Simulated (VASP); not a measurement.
Data:

```xyz
2
Lattice="0.0000 3.1920 3.1920 3.1920 0.0000 3.1920 3.1920 3.1920 0.0000" Properties=species:S:1:pos:R:3 pbc="T T T"
K      0.0000     0.0000     0.0000
Cl     3.1920     3.1920     3.1920
```

All values below come from PBE GGA, VASP's PBE PAW potentials (set 64) (plane waves; VASP). Settings: 480 eV cut-off, 8×8×8 Γ-centred mesh, Gaussian smearing of 0.050 eV, potentials K_sv Cl.

Each relaxation starts from this cell; other phases were not tried.

### Question
The cell is relaxed at 5 GPa. What happens?

### Answer
The volume per atom goes from 32.52 to 26.83 Å³ (-17.5 %), and the cell becomes a = b = c = 5.988 Å, α = β = γ = 90.00°, space group Fm-3m. The gap on the mesh goes from 5.04 to 5.75 eV.

### Question
The cell is relaxed at 20 GPa. What happens?

### Answer
The volume per atom goes from 32.52 to 21.15 Å³ (-35.0 %), and the cell becomes a = b = c = 5.5314 Å, α = β = γ = 90.00°, space group Fm-3m. The gap on the mesh goes from 5.04 to 5.78 eV.

Failed runs are left out, and for metals the shear rows, which the mesh's noise covers.

The compound is KCl in the rock salt structure.
